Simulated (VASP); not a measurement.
CsPbCl3: energy against strain

CsPbCl3 (cubic perovskite, Pm-3m, 35.510 Å³/atom and stress up to 0.06 GPa in the relaxed cell, cube axes along x, y and z) under a strain ε along a cube axis (axis z), the other axes held. PBEsol in VASP (plane waves, PAW), 480 eV, 6×6×6 Γ-centred mesh, Gaussian smearing 0.05 eV; ions are relaxed, or left where forces stay under 0.02 eV/Å, within the symmetry of each cell.

Here s stands for strain and y for E less E0.

| strain (%) | E less E0 (meV/atom) |
|---|---|
| -3.00 | ? |
| -1.50 | 1.55 |
| -1.00 | 0.68 |
| -0.50 | 0.17 |
| 0.00 | 0.00 |
| 0.50 | 0.17 |
| 1.00 | 0.65 |
| 1.50 | 1.42 |

Using a parabola, estimate the missing y at s = -3.00 from the other rows, showing the fit.

Least squares gives y = 0.004 - 0.0321·s + 0.6586·s². Residuals (row less fit): 0.016, -0.015, -0.015, -0.004, 0.017, 0.020, -0.018; standard error 0.021 (degrees of freedom: 4). Twice the quadratic coefficient over the volume, 2 × 0.6586 meV × 10⁴ × 0.1602 / 35.510 Å³, is the elastic constant C11 = 59.4 ± 0.8 GPa (± standard error of the fit, which holds the terms cut off). At the withheld row, y = 0.004 - 0.0321 × (-3.0) + 0.6586 × (-3.0)² = 6.028 meV/atom. The calculation gives 6.59 meV/atom, 0.562 meV/atom above the prediction (8.5 % of the range of y in the table). The row lies outside the fitted rows, so this is an extrapolation. From the scatter of the fitted rows alone, a prediction at this place has a standard error of 0.079 meV/atom, so the miss is 7.1 times that.

A polynomial of degree 3 through the 12 other runs of the series gives 6.58 there, so most of the miss is curvature that the fit leaves out. The primitive cell can neither tilt nor turn polar against its symmetry, as such crystals can under strain. Spin-orbit coupling is left out, which can shift these values for the heavy elements here. CsPbCl3 is here the ideal cubic form; the compound distorts at low or room temperature. Rows are the converged runs of the series near zero and its far end, less any whose ions stayed unrelaxed beside relaxed ones; series whose fitted rows scatter by over a few per cent of the range, as at a crossing or softening among them, aren't shown in this form. Most that stay on the fit to the last digits aren't either.
